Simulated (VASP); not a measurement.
Level of theory: r2SCAN meta-GGA, VASP's PBE PAW potentials (set 64) (plane waves; VASP 6.6.1).

VASP input:

### POSCAR
```
Mo(110) slab
1
    2.7328635947     0.0000000000     0.0000000000
   -0.9109548655     2.5765682969     0.0000000000
    0.0000000000     0.0000000000    26.1837219998
Mo
5
Direct
  0.5000000000   0.5000000000   0.3335210841
  0.0000000000   0.0000000000   0.4142664211
  0.5000000000   0.5000000000   0.5000000000
  0.0000000000   0.0000000000   0.5857335789
  0.5000000000   0.5000000000   0.6664789159
```

File KPOINTS:
```
K-points
0
gamma
 11 11 1
0 0 0
```

**INCAR**
```
ALGO = Normal
DIPOL = 0.5 0.5 0.5
EDIFF = 1E-6
ENCUT = 400
IDIPOL = 3
ISMEAR = 1
LASPH = .TRUE.
LCHARG = .FALSE.
LDIPOL = .TRUE.
LMAXMIX = 4
LMIXTAU = .TRUE.
LORBIT = 11
LREAL = .FALSE.
LVHAR = .TRUE.
LWAVE = .FALSE.
METAGGA = R2SCAN
NELM = 100
NELMIN = 4
PREC = Normal
SIGMA = 0.1
SYSTEM = Mo(110) slab
```

POTCAR, in this order: Mo_sv (PBE.64 set). Program: vasp_std. Read from the step before: WAVECAR.

**Question.** Estimate the energy per atom (σ→0), band gap (on the k-mesh).

**Answer.** 
- energy per atom (σ→0): -25.554 eV/atom
- band gap (on the k-mesh): none (metal, semimetal or under 0.01 eV)

### OSZICAR
```
...
DAV:   1    -0.127769740295E+03   -0.12777E+03   -0.34257E-05  3864   0.423E-02    0.933E-03
DAV:   2    -0.127769762687E+03   -0.22391E-04   -0.34519E-04  4492   0.117E-01    0.300E-02
DAV:   3    -0.127769740123E+03    0.22564E-04   -0.17801E-04  4236   0.839E-02    0.202E-03
DAV:   4    -0.127769734908E+03    0.52150E-05   -0.99590E-06  3350   0.265E-02    0.775E-04
DAV:   5    -0.127769738905E+03   -0.39977E-05   -0.29127E-06  2964   0.162E-02    0.628E-04
DAV:   6    -0.127769737184E+03    0.17213E-05   -0.11620E-06  2074   0.108E-02    0.610E-04
DAV:   7    -0.127769737933E+03   -0.74871E-06   -0.16702E-06  2388   0.128E-02
   1 F= -.12776974E+03 E0= -.12776976E+03  d E =0.791519E-04
```

The cell is a thin slab with vacuum, built from Mo (bcc): (110) face.
